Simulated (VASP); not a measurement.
Here is the system:

```
CELL_PARAMETERS angstrom
      2.20946    -3.79369     0.00000
      2.20946     3.79369     0.00000
      0.00000     0.00000     4.54487
ATOMIC_POSITIONS crystal
  Ga 0.15566 0.84434 0.91552
  Ga 0.34434 0.65566 0.41552
  Ga 0.65566 0.34434 0.58448
  Ga 0.85752 0.14248 0.08448
```

Computed with r2SCAN meta-GGA, VASP's PBE PAW potentials (set 64) (plane waves; VASP). Run with 480 eV cut-off, 8×8×6 Γ-centred mesh, first-order Methfessel-Paxton smearing of 0.10 eV, potentials Ga_d.

Question: Which forces act on the atoms, in eV/Å?

Answer: 
```csv
atom,Fx,Fy,Fz
Ga1,0.000,-0.678,-0.171
Ga2,0.000,0.028,-0.014
Ga3,0.000,-0.145,0.008
Ga4,0.000,0.795,0.177
```

Question: Give the stress tensor in GPa (positive for a compressed cell).

Answer: 
```
-0.33   0.00   0.00
 0.00   2.10   0.62
 0.00   0.62   0.09
```
The pressure is its mean diagonal, 0.62 GPa.

The compound is Ga in the alpha structure. This cell was strained or had an atom moved on purpose.
